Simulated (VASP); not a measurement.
An input for Ansatz (written as the equivalent of a VASP run, and not itself run):

Ansatz 0.2 input:
```yaml
crystal:
  lattice:
    - [0.0000000, 3.7416800, 3.7416800]
    - [3.7416800, 0.0000000, 3.7416800]
    - [3.7416800, 3.7416800, 0.0000000]
  atoms:
    - { symbol: K, position: [0.2500000, 0.2500000, 0.2500000] }
    - { symbol: K, position: [0.7500000, 0.7500000, 0.7500000] }
    - { symbol: S, position: [0.0000000, 0.0000000, 0.0000000] }
kpoints:
  mp_grid: { grid: [2, 2, 2] }
hamiltonian:
  xc: pbesol
  pseudopotentials: { kind: paw }
scf:
  occupations: { method: fermi_dirac, width: 0.01 }
  max_iter: 100
output: { forces: true, stress: true, eigenvalues: true }
```

Task: Write the VASP files for the same calculation (PBEsol).

Result: One answer among several that fit: 
### POSCAR
```
K2S
5.2915350
  0.0000000000   0.7071067280   0.7071067280
  0.7071067280   0.0000000000   0.7071067280
  0.7071067280   0.7071067280   0.0000000000
K S
2 1
Cartesian
  0.3535533640   0.3535533640   0.3535533640
  1.0606600920   1.0606600920   1.0606600920
  0.0000000000   0.0000000000   0.0000000000
```

**KPOINTS**
```
Automatic mesh
0
Gamma
2 2 2
0 0 0
```

### INCAR
```
ALGO = Normal
EDIFF = 1E-6
ENCUT = 300
GGA = PS
ISIF = 2
ISMEAR = -1
LASPH = .True.
LCHARG = .False.
LREAL = .False.
LWAVE = .False.
NELM = 100
PREC = Accurate
SIGMA = 0.01
SYSTEM = K2S
```

POTCAR, in this order: K_sv S (PBE.64 set). Program: vasp_std.

The two are equivalent in intent, not identical: each code has its own PAW files, so the cut-off isn't converted (ENCUT is set for VASP's; basis.ecutwfc is left out, and Ansatz then takes the one that its files recommend); Ansatz stops its SCF on the density residual and VASP on the energy change (EDIFF).

The structure is a typed K2S crystal. The cell was not relaxed at this level. The k-mesh is coarse (spacing up to 0.73 per Å, 2π included), so the numbers may not be converged in it. The run is one of a series of settings (KPOINTS 2×2×2 Γ-centred mesh against the base run), some of them coarse on purpose.
